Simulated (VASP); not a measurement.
Set up this calculation in VASP 6.6.1, as the native input.

```
Task                               : single point
Functional                         : B3LYP
Dispersion                         : D3(BJ)
Potentials or basis                : VASP PAW PBE potentials, release 64 (F_s, Al, Se, H_s)
Cutoff                             : 400 eV
k mesh                             : 1 × 1 × 1
Occupations                        : gaussian, width 0.01 eV
Spin                               : no spin polarisation
Grid for exact exchange (PRECFOCK) : Normal
Exchange at q = 0                  : truncated
Further INCAR settings             : ALGO = Normal; EDIFF = 1e-06; NBANDS = 17
```

FAlSeH2, in a box:

```
CELL_PARAMETERS angstrom
12.00000 0.00000 0.00000
0.00000 13.00000 0.00000
0.00000 0.00000 13.00000
ATOMIC_POSITIONS crystal
F 0.40510 0.45498 0.62038
Al 0.47376 0.46862 0.51158
Se 0.55380 0.62725 0.48445
H 0.48103 0.37598 0.43437
H 0.59706 0.59150 0.38485
```

One way to write it, as run:

POSCAR

```
AlH2SeF
1.0
   12.0000000000      0.0000000000      0.0000000000
    0.0000000000     13.0000000000      0.0000000000
    0.0000000000      0.0000000000     13.0000000000
F Al Se H
1 1 1 2
Cartesian
    4.8612500400      5.9148000600      8.0650000600
    5.6851500000      6.0921000400      6.6504999600
    6.6455499600      8.1541999500      6.2977999500
    5.7723500400      4.8878000600      5.6467999900
    7.1647500000      7.6895000000      5.0029999500
```

INCAR.step1

```
SYSTEM = AlH2SeF
ALGO     = Normal         ! electronic algorithm
EDIFF    = 1E-5           ! SCF threshold, eV
ENCUT    = 400            ! plane-wave cutoff, eV
GGA      = PE             ! functional
ISIF     = 2              ! what is computed and relaxed
ISMEAR   = 0              ! smearing method
LASPH    = .TRUE.         ! aspherical terms in the spheres
LCHARG   = .FALSE.        ! write CHGCAR
LREAL    = .FALSE.        ! projectors in reciprocal space
LWAVE    = .TRUE.         ! write WAVECAR
NBANDS   = 17             ! bands
NELM     = 60             ! most SCF steps
PREC     = Accurate       ! precision mode
SIGMA    = 0.01           ! smearing width, eV
```

INCAR.step2

```
SYSTEM = AlH2SeF
AEXX     = 0.2            ! exact-exchange fraction
AGGAC    = 0.81         
AGGAX    = 0.72         
ALDAC    = 0.19         
ALGO     = Normal         ! electronic algorithm
EDIFF    = 1E-6           ! SCF threshold, eV
ENCUT    = 400            ! plane-wave cutoff, eV
GGA      = B3             ! functional
HFRCUT   = -1           
ISIF     = 2              ! what is computed and relaxed
ISMEAR   = 0              ! smearing method
ISTART   = 1            
IVDW     = 12             ! dispersion correction
LASPH    = .TRUE.         ! aspherical terms in the spheres
LCHARG   = .FALSE.        ! write CHGCAR
LHFCALC  = .TRUE.         ! exact exchange
LREAL    = .FALSE.        ! projectors in reciprocal space
LWAVE    = .FALSE.        ! write WAVECAR
NBANDS   = 17             ! bands
NELM     = 60             ! most SCF steps
PREC     = Accurate       ! precision mode
PRECFOCK = Normal       
SIGMA    = 0.01           ! smearing width, eV
```

KPOINTS

```
k-points
0
G
  1 1 1
  0 0 0
```

Potentials or basis: VASP PAW PBE potentials, release 64 (F_s, Al, Se, H_s).

Command:

```bash
$ cat potpaw_PBE.64/F_s/POTCAR potpaw_PBE.64/Al/POTCAR potpaw_PBE.64/Se/POTCAR potpaw_PBE.64/H_s/POTCAR > POTCAR
$ cp INCAR.step1 INCAR
$ mpirun -np 1 vasp_gam > vasp.out
$ cp INCAR.step2 INCAR
$ mpirun -np 1 vasp_gam > vasp.out
```

Results of the run:

* Largest force: 0.563 eV/Å
* Gap between the frontier levels: 6.06 eV
* Dispersion energy per atom: -0.032 eV

Caveat: the PAW data sets were made with another functional, which shifts forces and pressure a little.

It took 6.3 min on 1 thread of Intel(R) Xeon(R) Platinum 8375C CPU @ 2.90GHz (Ice Lake), with other jobs on the host, peak memory 1.2 GiB.
